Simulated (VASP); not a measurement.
An input for Quantum ESPRESSO's pw.x (written as the equivalent of a VASP run, and not itself run):

```
&CONTROL
  calculation = 'scf'
  pseudo_dir = './pseudo'
  outdir = './out'
  tprnfor = .true.
  tstress = .true.
/
&SYSTEM
  ibrav = 0
  nat = 1
  ntyp = 1
  ecutwfc = 68
  occupations = 'smearing'
  smearing = 'methfessel-paxton'
  degauss = 0.00735
  input_dft = 'pbe'
  nspin = 2
  starting_magnetization(1) = 0.1
/
&ELECTRONS
  conv_thr = 7.3e-08
  electron_maxstep = 100
/
ATOMIC_SPECIES
  Ca 40.078 Ca.upf
CELL_PARAMETERS angstrom
     0.0000000    2.7900000    2.7900000
     2.7900000    0.0000000    2.7900000
     2.7900000    2.7900000    0.0000000
ATOMIC_POSITIONS crystal
  Ca   0.0000000  0.0000000  0.0000000
K_POINTS automatic
  9 9 9 0 0 0
```

Problem. Write the VASP files for the same calculation (PBE).

Solution. This is not unique; one that fits is 
### INCAR
```
SYSTEM  =  Ca
PREC  =  Accurate; ENCUT  =  400; LREAL  =  F
LASPH  =  T
EDIFF  =  1E-6; NELM  =  100; ALGO  =  Normal
ISMEAR  =  1; SIGMA  =  0.1
GGA  =  PE
ISPIN  =  2; MAGMOM  =  1.0
ISIF  =  2
LWAVE  =  F; LCHARG  =  F
```

File POSCAR:
```
Ca
1
    0.0000000000     2.7900000000     2.7900000000
    2.7900000000     0.0000000000     2.7900000000
    2.7900000000     2.7900000000     0.0000000000
Ca
1
Direct
  0.0000000000   0.0000000000   0.0000000000
```

File KPOINTS:
```
K-points
0
Gamma
  9 9 9
0 0 0
```

POTCAR, in this order: Ca_sv (PBE.64 set). Program: vasp_std.

The two are equivalent in intent, not identical: the potentials are each code's own (VASP's PAW set, PseudoDojo norm-conserving files in pw.x), so ENCUT and ecutwfc are chosen apart and not converted; conv_thr bounds pw.x's estimated SCF error, while EDIFF bounds the energy change between steps; starting_magnetization is a fraction of the valence charge and MAGMOM a moment in μB, so they match only roughly.

The compound is Ca in the fcc structure. The cell was not relaxed at this level.
